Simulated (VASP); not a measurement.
Calculation: PBE GGA, VASP's PBE PAW potentials (set 64) (plane waves; VASP).

The input files of a VASP run:

**KPOINTS**
```
Automatic mesh
0
Gamma
14 14 14
0 0 0
```

**INCAR**
```
SYSTEM=TiCo
PREC=Normal; ENCUT=400; LREAL=.FALSE.
LASPH=.TRUE.
EDIFF=1E-5; NELM=100; NELMIN=4
ALGO=Fast; LMAXMIX=4
ISMEAR=1; SIGMA=0.1
GGA=PE
IBRION=2; NSW=20; ISIF=2
EDIFFG=-0.03
LWAVE=.FALSE.; LCHARG=.FALSE.
```

**POSCAR**
```
TiCo
1
    2.9692665257     0.0000000000     0.0000000000
    0.0000000000     2.9692665257     0.0000000000
    0.0000000000     0.0000000000     2.9692665257
Ti Co
1 1
Direct
  0.0000000000   0.0000000000   0.0000000000
  0.5000000000   0.5000000000   0.5000000000
```

POTCAR, in this order: Ti_sv Co (PBE.64 set). Program: vasp_std.

Problem. What does the run give for the energy per atom (σ→0), band gap (on the k-mesh)?

Solution. 
```json
{
 "energy per atom (σ→0)": "-753.9 kJ/mol of atoms",
 "band gap (on the k-mesh)": "none (metal, semimetal or under 0.01 eV)"
}
```

### OSZICAR
```
...
RMM:  11    -0.156256088282E+02   -0.26241E-02   -0.25539E-02  4614   0.171E+00    0.242E-01
RMM:  12    -0.156265172699E+02   -0.90844E-03   -0.14861E-02  4552   0.949E-01    0.663E-02
RMM:  13    -0.156267079347E+02   -0.19066E-03   -0.30902E-03  5030   0.475E-01    0.175E-02
RMM:  14    -0.156268361717E+02   -0.12824E-03   -0.14324E-03  4853   0.227E-01    0.309E-02
RMM:  15    -0.156268588555E+02   -0.22684E-04   -0.36470E-04  4290   0.152E-01    0.122E-02
RMM:  16    -0.156268785953E+02   -0.19740E-04   -0.22627E-04  3601   0.938E-02    0.114E-02
RMM:  17    -0.156268859957E+02   -0.74004E-05   -0.87351E-05  3147   0.654E-02
   1 F= -.15626886E+02 E0= -.15626340E+02  d E =-.156269E+02
```

The compound is TiCo in the CsCl type structure. It was relaxed first. The run is not spin-polarised, so no magnetic state was tried. The electron count is odd and the run is not spin-polarised, which forces a metal.
